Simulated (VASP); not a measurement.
Consider the following.

```
CELL_PARAMETERS angstrom
      3.55624     0.00000     0.00000
      0.00000     2.51517     0.00000
      0.00000     0.00000     2.51517
ATOMIC_POSITIONS crystal
  C  0.00000 0.00000 0.00000
  C  0.25000 0.00000 0.50000
  C  0.50000 0.50000 0.50000
  C  0.75000 0.50000 0.00000
```

The numbers are results of PBEsol GGA, VASP's PBE PAW potentials (set 64) (plane waves; VASP), not measurements. Numerical set-up: 520 eV cut-off, 6×8×8 Γ-centred mesh, Gaussian smearing of 0.050 eV, potentials C.

**Question.** Estimate the energy per atom (σ→0).

**Answer.** 
| Property | Value |
|---|---|
| energy per atom (σ→0) | -9.625 eV/atom |

Only differences to runs with the same potentials and settings are physical.

The compound is C in the diamond structure. It was relaxed first. The start is the result of an earlier pass.
